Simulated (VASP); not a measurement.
Here is the system:

```xyz
2
Lattice="0.0000 3.4406 3.4406 3.4406 0.0000 3.4406 3.4406 3.4406 0.0000" Properties=species:S:1:pos:R:3 pbc="T T T"
Rb     3.4406     6.8812     3.4406
Br     3.4406     3.4406     3.4406
```

Calculation: PBE GGA with D3 dispersion (Becke-Johnson damping), VASP's PBE PAW potentials (set 64) (plane waves; VASP). Numerical set-up: 400 eV cut-off, 9×9×9 Γ-centred mesh, Gaussian smearing of 0.010 eV, potentials Rb_sv Br.

Question: Estimate the energy per atom (σ→0), band gap (on the k-mesh) with the smallest direct gap where there is one.

Answer: 
| Quantity | Result |
|---|---|
| band gap (on the k-mesh) | 4.33 eV |
| smallest direct gap (on the k-mesh) | 4.33 eV |
| energy per atom (σ→0) | -3.244 eV/atom |

The absolute energy has meaning only against runs of the same code, potentials and settings.

The structure comes from a measured RbBr entry (Fm-3m) of the Crystallography Open Database, whose conditions weren't checked. It was relaxed first.
